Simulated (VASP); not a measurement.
Here is the system:

```
Li2S
1.0
    0.00000     2.79309     2.79309
    2.79309     0.00000     2.79309
    2.79309     2.79309     0.00000
Li S
2 1
Direct
  0.25000   0.25000   0.25000
  0.75000   0.75000   0.75000
  0.00000   0.00000   0.00000
```

All values below come from vdW-DF-cx, VASP's PBE PAW potentials (set 64) (plane waves; VASP). Run with 520 eV cut-off, 7×7×7 Γ-centred mesh, Gaussian smearing of 0.050 eV, potentials Li_sv S.

Problem. Give the stress tensor in GPa (positive for a compressed cell).

Solution. 
```
2.95  0.00  0.00
0.00  2.95  0.00
0.00  0.00  2.95
```
The pressure is its mean diagonal, 2.95 GPa.

The compound is Li2S in the antifluorite structure. This cell is one point of a volume scan, at 0.94 of the reference volume.
